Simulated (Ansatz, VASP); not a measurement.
## Au (Gold): VASP beside Ansatz

Aim: how closely do two programs agree when they are given the same cell, functional and k mesh? The cell is taken from a series of VASP runs on this material, whose earlier steps may have relaxed, scaled or displaced it; both programs get it as it stands.

Program: Ansatz 0.2.0. Level of theory: plane waves, with VASP 6.6.1 beside it; band structure at LDA and band structure at LDA, spin-orbit coupling. Results are calculated unless marked as measured.

**1. Starting point**

Symmetry: Fm-3m, No. 225, cubic system. Conventional cell: a = 4.059 Å, b = 4.059 Å, c = 4.059 Å, α = 90.00°, β = 90.00°, γ = 90.00°. Nearest to Au lie 12 Au at 2.87 Å.

**2. VASP: band structure, LDA**

With cell and atoms fixed, the geometry can't cause a difference; cores, projectors, grids and the points listed under the comparison can.

Lines of VASP's logs that name or quote its potential files are left out, and so is its time.

File INCAR:

```
SYSTEM = Au
PREC = Accurate
ENCUT = 400
EDIFF = 1E-06
NELM = 100
ISMEAR = 1
SIGMA = 0.2
LREAL = .FALSE.
ALGO = Normal
GGA = CA
NBANDS = 16
LASPH = .TRUE.
LORBIT = 11
LWAVE = .FALSE.
LCHARG = .FALSE.
KPAR = 2
```

File POSCAR:

```
Au
1.0
    0.0000000000      2.0295231611      2.0295231611
    2.0295231611      0.0000000000      2.0295231611
    2.0295231611      2.0295231611      0.0000000000
Au
1
Direct
    0.0000000000      0.0000000000      0.0000000000
```

File KPOINTS:

```
Automatic mesh
0
Gamma
8 8 8
0 0 0
```

File KPOINTS_OPT:

```
Line mode
16
Line-mode
Reciprocal
  0.00000000   0.00000000   0.00000000 GAMMA
  0.50000000   0.00000000   0.50000000 X

  0.50000000   0.00000000   0.50000000 X
  0.50000000   0.25000000   0.75000000 W

  0.50000000   0.25000000   0.75000000 W
  0.37500000   0.37500000   0.75000000 K

  0.37500000   0.37500000   0.75000000 K
  0.00000000   0.00000000   0.00000000 GAMMA

  0.00000000   0.00000000   0.00000000 GAMMA
  0.50000000   0.50000000   0.50000000 L

  0.50000000   0.50000000   0.50000000 L
  0.62500000   0.25000000   0.62500000 U

  0.62500000   0.25000000   0.62500000 U
  0.50000000   0.25000000   0.75000000 W

  0.50000000   0.25000000   0.75000000 W
  0.50000000   0.50000000   0.50000000 L

  0.50000000   0.50000000   0.50000000 L
  0.37500000   0.37500000   0.75000000 K

  0.62500000   0.25000000   0.62500000 U
  0.50000000   0.00000000   0.50000000 X
```

The projector-augmented-wave data sets are Au (LDA family, release 64).

On the command line:

```sh
$ mpirun -np 2 vasp_std
```

Numbers of over 12 decimals in the logs are rounded to 6 here.

The program printed:

```text
[banner, memory and clock lines left out]
running    2 mpi-ranks, on    1 nodes
 distrk:  each k-point on    1 cores,    2 groups
 distr:  one band on    1 cores,    1 groups

 POSCAR found type information on POSCAR Au
 POSCAR found :  1 types and       1 ions
 LDA part: xc-table for (Slater(with rela. corr.)+CA(PZ))
 , standard interpolation
 POSCAR, INCAR and KPOINTS ok, starting setup
 FFT: planning ... GRIDC
 FFT: planning ... GRID_SOFT
 FFT: planning ... GRID
 WAVECAR not read
 entering main loop
       N       E                     dE             d eps       ncg     rms          rms(c)
DAV:   1     0.440011324035E+02    0.44001E+02   -0.43582E+03   984   0.489E+02
DAV:   2    -0.405684934149E+01   -0.48058E+02   -0.45817E+02  1288   0.149E+02
DAV:   3    -0.472186028357E+01   -0.66501E+00   -0.66329E+00  1136   0.156E+01
DAV:   4    -0.472411684336E+01   -0.22566E-02   -0.22565E-02  1192   0.104E+00
DAV:   5    -0.472413161830E+01   -0.14775E-04   -0.14775E-04  1176   0.753E-02    0.103E+01
DAV:   6    -0.442949662473E+01    0.29463E+00   -0.68055E-01  1208   0.531E+00    0.635E+00
DAV:   7    -0.440656496930E+01    0.22932E-01   -0.57892E-02  1272   0.153E+00    0.294E+00
DAV:   8    -0.440320837675E+01    0.33566E-02   -0.16086E-03  1088   0.312E-01    0.274E-01
DAV:   9    -0.440320604387E+01    0.23329E-05   -0.12481E-05  1248   0.211E-02    0.294E-02
DAV:  10    -0.440320553691E+01    0.50696E-06   -0.10564E-06  1048   0.517E-03
   1 F= -.44032055E+01 E0= -.44031964E+01  d E =-.274228E-04
 Start KPOINTS_OPT (optional k-point list driver)
k-point batch [1-29\160]
       N       E                     dE             ncg
DAV:   1     0.292289464195E+04   -0.70341E+04      960
DAV:   2     0.164311252902E+04   -0.12798E+04     1232
DAV:   3     0.162459945841E+04   -0.18513E+02     1232
DAV:   4     0.162452659094E+04   -0.72867E-01     1176
DAV:   5     0.162452604975E+04   -0.54120E-03     1256
DAV:   6     0.162452604512E+04   -0.46324E-05     1160
DAV:   7     0.162452604506E+04   -0.52705E-07     1008
[...]
k-point batch [146-160\160]
       N       E                     dE             ncg
DAV:   1     0.754111750444E+04   -0.53110E+04      504
DAV:   2     0.687190229415E+04   -0.66922E+03      656
DAV:   3     0.686240434016E+04   -0.94980E+01      696
DAV:   4     0.686237080246E+04   -0.33538E-01      624
DAV:   5     0.686237054933E+04   -0.25313E-03      704
DAV:   6     0.686237054708E+04   -0.22487E-05      616
DAV:   7     0.686237054706E+04   -0.18698E-07      600
```

Parts of OUTCAR (step 2):

```text
ion  position               nearest neighbor table
   1  0.000  0.000  0.000-

  LATTYP: Found a face centered cubic cell.
 ALAT       =     4.0590463222

 Subroutine GETGRP returns: Found 48 space group operations
 (whereof 48 operations were pure point group operations)

The static configuration has the point symmetry O_h .

 Found     29 irreducible k-points:

   k-points           NKPTS =     29   k-points in BZ     NKDIM =     29   number of bands    NBANDS=     16

   dimension x,y,z NGX =    20 NGY =   20 NGZ =   20
   dimension x,y,z NGXF=    40 NGYF=   40 NGZF=   40

   ENCUT  =  400.0 eV  29.40 Ry    5.42 a.u.   4.68  4.68  4.68*2*pi/ulx,y,z

   NELECT =      11.0000    total number of electrons

 k-points in reciprocal lattice and weights: Automatic mesh
   0.00000000  0.00000000  0.00000000       0.002
   0.12500000  0.00000000  0.00000000       0.016
   0.25000000  0.00000000  0.00000000       0.016
   0.37500000  0.00000000  0.00000000       0.016
   0.50000000  0.00000000  0.00000000       0.008
   0.12500000  0.12500000  0.00000000       0.012
   0.25000000  0.12500000  0.00000000       0.047
   0.37500000  0.12500000  0.00000000       0.047
   0.50000000  0.12500000  0.00000000       0.047
[...]
-0.37500000  0.50000000  0.12500000       0.023
  -0.25000000  0.50000000  0.25000000       0.012

 average (electrostatic) potential at core
       1 -64.0216

 E-fermi :   9.5849

 k-point     1 :       0.0000    0.0000    0.0000
  band No.  band energies     occupation
    ...
      2       4.8066      2.00000
      3       4.8066      2.00000
      4       4.8066      2.00000
      5       6.3996      2.00000
      6       6.3996      2.00000
      7      24.0693      0.00000
      8      28.1359      0.00000
      9      28.1359      0.00000
     10      28.1359      0.00000
     11      33.2252      0.00000
    ...

 k-point     2 :       0.1250    0.0000    0.0000
  band No.  band energies     occupation
    ...
      2       4.6466      2.00000
      3       4.9773      2.00000
      4       4.9773      2.00000
      5       6.3371      2.00000
      6       6.3371      2.00000
      7      24.5841      0.00000
      8      25.5972      0.00000
      9      28.7889      0.00000
     10      28.7889      0.00000
     11      33.2329      0.00000
    ...

 k-point     3 :       0.2500    0.0000    0.0000
  band No.  band energies     occupation
    ...
      2       4.6569      2.00000
      3       5.0991      2.00000
      4       5.0991      2.00000
      5       6.5650      2.00000
      6       6.5650      2.00000
      7      20.8835      0.00000
      8      25.1981      0.00000
      9      29.7163      0.00000
     10      29.7163      0.00000
     11      31.4554      0.00000
    ...

  Total       -0.0018736     -0.0018736     -0.0018736      0.0000000      0.0000000     -0.0000000
  in kB       -0.1795441     -0.1795441     -0.1795441      0.0000000      0.0000000     -0.0000000
  external PRESSURE =      -0.1795441 kB  Pullay stress =       0.0000000 kB

  energy-cutoff  :      400.00
  volume of cell :       16.72
      direct lattice vectors                 reciprocal lattice vectors
     0.000000000  2.029523161  2.029523161    -0.246363288  0.246363288  0.246363288
     2.029523161  0.000000000  2.029523161     0.246363288 -0.246363288  0.246363288
     2.029523161  2.029523161  0.000000000     0.246363288  0.246363288 -0.246363288

 POSITION                                       TOTAL-FORCE (eV/Angst)
 -----------------------------------------------------------------------------------
      0.00000      0.00000      0.00000        -0.000000      0.000000     -0.000000
 -----------------------------------------------------------------------------------
    total drift:                                0.000000      0.000000      0.000000

  FREE ENERGIE OF THE ION-ELECTRON SYSTEM (eV)
  ---------------------------------------------------
  free  energy   TOTEN  =        -4.4032055369 eV

  energy  without entropy=       -4.4031781141  energy(sigma->0) =       -4.40319640

 total charge
# of ion       s       p       d       tot
------------------------------------------
    1        0.553   0.369   8.762   9.684

[... 3 further parts left out ...]
```

The run ends at a pressure of -0.02 GPa.

**3. Ansatz: band structure, LDA**

Ansatz runs on its default PAW (the set named soft_2) files.

The same cell, functional (in two slightly different forms), mesh and smearing now go to Ansatz, which takes its cutoff from its data sets.

File input.yaml:

```yaml
crystal:
  lattice:
    - [0.0, 2.0295231611, 2.0295231611]
    - [2.0295231611, 0.0, 2.0295231611]
    - [2.0295231611, 2.0295231611, 0.0]
  atoms:
    - { symbol: Au, position: [0.0, 0.0, 0.0] }
hamiltonian:
  xc: lda
  pseudopotentials: { kind: paw }
kpoints:
  mp_grid: { grid: [8, 8, 8] }
  band_path:
    path:
      - [0.0, 0.0, 0.0]
      - [0.16667, 0.0, 0.16667]
      - [0.33333, 0.0, 0.33333]
      - [0.5, 0.0, 0.5]
      - [0.5, 0.08333, 0.58333]
      - [0.5, 0.18333, 0.68333]
      - [0.5, 0.25, 0.75]
      - [0.45, 0.3, 0.75]
      - [0.40833, 0.34167, 0.75]
      - [0.35, 0.35, 0.7]
      - [0.225, 0.225, 0.45]
      - [0.075, 0.075, 0.15]
      - [0.03333, 0.03333, 0.03333]
      - [0.23333, 0.23333, 0.23333]
      - [0.4, 0.4, 0.4]
      - [0.51667, 0.46667, 0.51667]
      - [0.55833, 0.38333, 0.55833]
      - [0.60833, 0.28333, 0.60833]
      - [0.60833, 0.25, 0.64167]
      - [0.55833, 0.25, 0.69167]
      - [0.51667, 0.25, 0.73333]
      - [0.5, 0.3, 0.7]
      - [0.5, 0.38333, 0.61667]
      - [0.5, 0.48333, 0.51667]
      - [0.475, 0.475, 0.55]
      - [0.425, 0.425, 0.65]
      - [0.38333, 0.38333, 0.73333]
      - [0.59167, 0.18333, 0.59167]
      - [0.55, 0.1, 0.55]
      - [0.5, 0.0, 0.5]
    npoints: 1
scf:
  occupations: { method: methfessel_paxton, width: 0.2 }
  n_extra_bands: 6
output:
  forces: true
  stress: true
  eigenvalues: true
```

On the command line:

```sh
$ ansatz run input.yaml --threads 2 --pin off --max-ram 4608MiB --backend cpu --events-out ev --progress --plain --runs-dir out
```

The program printed:

```text
scf.n_extra_bands = 6 over 10 filled bands (N_el = 19.0): the run solves 16 bands
Engine: ansatz 0.2.0, aarch64-unknown-linux-gnu
Pseudopotentials: kind: paw
Pseudopotential: Au, paw, valence charge 19, recommended cutoff 420 eV (normal), Au.paw.azcp
Functional definition: SPW92
  exchange = slater_x
  correlation = pw_c
Crystal: 1 atoms, lattice volume = 16.719 Å³
Basis set: ecut = 420 eV, 331 PW (Γ)
Bands: 16, of which v1, the nominal top of the filled ones, is band 10 counted from 1 (9 counted from 0)
Symmetry: 48 space group operations
Space group: Fm-3m (ITA 225), of the structure as read, at distance tolerance 2.6e-5 Å
k-points: 29 of 512
Non-local potential: Au, projectors of the file, l = 0: 3, l = 1: 2, l = 2: 2, l = 3: 1
PAW form: soft (Blöchl's): semilocal exchange-correlation on the pseudo side does not see the compensation charge
PAW frozen core: Au, regenerated for the run's functional, and the local potential with it (the file was generated under x = pbe(κ = 0.804, μ = 0.219515), c = pbe(β = 0.066725))
PAW one-centre angular grid: Au, 590 points (default); XC on 64 Gauss nodes
Initial density: superposition of atomic densities (neutral atoms: chi_scale 0, normalization atom), corrected by the library's trained network
Initial wavefunctions: pseudopotential atomic-orbital guess
Functional: x = slater, c = lda
SCF iter   1: F=—  HF=-12864.913219 eV  |F-HF|=—  |Δ(HF+E_count)|=         —  Δρ=7.56e-3  dr2=5.06e-3  ethr=1.77e-3  ⟨swp⟩=4.5  Hψ=2233  notcnv=0  defer=2
preconditioner: auto → none  [insulator: Δε(μ)=0.246 eV  Ē_g=19.912 eV  σ=0.200 eV  W_gap=0.83  n_scr=8 (ndim 8)  ℏωp=30.1 eV  f_vac=0.000  D(μ)=0.66/eV (n_scr^D=0)  ε∞_Penn≈3.3]
SCF iter   2: F=—  HF=-12864.911762 eV  |F-HF|=—  |Δ(HF+E_count)|=   1.46e-3  S|Δr|=    0.00e0  Δρ=2.98e-3  dr2=4.06e-4  ethr=2.66e-5  ⟨swp⟩=2.2  Hψ=795  notcnv=0  defer=3
SCF iter   3: F=—  HF=-12864.911641 eV  |F-HF|=—  |Δ(HF+E_count)|=   1.21e-4  S|Δr|=    0.00e0  Δρ=1.47e-3  dr2=7.02e-5  ethr=2.14e-6  ⟨swp⟩=2.9  Hψ=679  notcnv=0  defer=3
SCF iter   4: F=—  HF=-12864.911604 eV  |F-HF|=—  |Δ(HF+E_count)|=   3.74e-5  S|Δr|=    0.00e0  Δρ=4.14e-4  dr2=5.41e-6  ethr=3.69e-7  ⟨swp⟩=1.1  Hψ=413  notcnv=0  defer=3
SCF iter   5: F=-12864.911603 eV  HF=-12864.911603 eV  |F-HF|=2.21e-8  |Δ(HF+E_count)|=   1.01e-6  S|Δr|=    0.00e0  Δρ=4.99e-5  dr2=8.30e-8  ethr=5.26e-10  ⟨swp⟩=6.5  Hψ=2009  notcnv=0
SCF 1 converged in 5 iterations: F = -12864.911603 eV  dr2 = 8.30e-8
  greatest PAW one-centre occupation: 1.003 electrons in one spin orbital (limit 2), on the Au atom at site 0 (counted from 0), in its partial waves of l = 0
NSCF: frozen V_eff on 30 k-points
SCF converged after 5 iterations
Stability not checked: this state was not tested for a lower state beside it, because cold or Methfessel-Paxton smearing, or corrected tetrahedra, fill the levels in a way that the test cannot read (fill_not_monotonic; see scf.lower_state_search)
Free energy (F): -12864.911603 eV
Harris-Foulkes:  -12864.911603 eV  (|F-HF|=2.21e-8)
Internal energy: -12864.911485 eV  (E = F + TS)
E sigma→0 (E₀):  -12864.911573 eV
Entropy (-TS):   -0.000118 eV (-0.118 meV/atom)
Fermi energy:    20.764663 eV
--- Per-component energies (eV) ---
  E_band       = -205.542616
  E_kinetic    = 605.537635
  E_local      = -1682.173542  (includes V_loc(G=0)·N_el)
  E_nonlocal   = 81.387847
  E_hartree    = 716.071982
  E_xc         = -226.956401
  E_vxc        = -275.333776  (∫ρ·V_xc dr)
  E_paw        = -9423.470597  (= ΣΔE_a)
  E_vpaw       = -367.111241  (= ΣTr[D̂ρ^β])
  E_aug_tail   = 0.001373  (compensation charges beyond the density's cutoff)
  E_ewald      = -2935.832500
  E_core_change = 0.522718  (= ΣΔE_core)
  E_smearing   = -0.000118  (= −TS)
  E_closure    = -0.000000  (closes the sum)
  Σ components = -12864.911603   (vs F -12864.911603, Δ=0.00e0)
--- Forces (eV/Å), atoms counted from 1 ---
  atom   1  Au    -0.00000000     0.00000000    -0.00000000
  max |Σ_I F_I| component: 1.31e-31 eV/Å
--- Stress (GPa, compression-positive) ---
       -0.535413       0.000000       0.000000
        0.000000      -0.535413      -0.000000
       -0.000000      -0.000000      -0.535413
  P = ⅓ Tr σ = -0.5354 GPa (-5.354 kbar)
--- Band table (eV; the first three rows and the last of 29) ---
  k-point 0: bands = [... 6 lower, 16.0067, 16.0067, 17.6020, 17.6020, 35.2378, 39.2834, 39.2834, 39.2834, ... 2 higher]
  k-point 1: bands = [... 6 lower, 16.1778, 16.1778, 17.5397, 17.5397, 35.7466, 36.7566, 39.9301, 39.9301, ... 2 higher]
  k-point 2: bands = [... 6 lower, 16.2996, 16.2996, 17.7688, 17.7688, 32.0467, 36.3574, 40.8561, 40.8561, ... 2 higher]
  k-point 28: bands = [... 6 lower, 15.5111, 17.4266, 19.1911, 25.5065, 27.1153, 27.1153, 30.3533, 43.4440, ... 2 higher]
```

Run time: 1.1 s. Hardware: 2 threads of Arm Neoverse N1, shared host; peak memory 0.24 GiB.

**4. Differences**

Known differences besides the potentials themselves: the two LDA forms differ slightly; the data sets hold 19 valence electrons in Ansatz (default PAW (the set named soft_2) files) and 11 in VASP; the cutoff is 420 eV in Ansatz and 400 eV in VASP; VASP's log shows a relativistic correction to its local exchange, Ansatz's none. Total energies have different zeros and are not compared.

The two programs side by side:

```tsv
quantity	Ansatz	VASP	difference
pressure (GPa)	-0.54	-0.02	-0.52
```

Levels from 3 eV below to 2 eV above the Fermi level differ by 24 meV r.m.s. and 28 meV at most; each VASP level is matched to the nearest of Ansatz, which flatters the figure a little.

(Continued in part 2 of 2.)

[Lines on the potential files, build, host, timing and source positions are cut from VASP's logs without a mark.]

[Logs are printed without paths, hosts, clocks, repeated set-up lines and the standing remarks that a program may print on its own settings, such as how far it seeks lower states.]

[Hosts, paths, dates, database ids (printed as entryN), source tags and the programs' standing remarks are cut or masked in the printed files.]
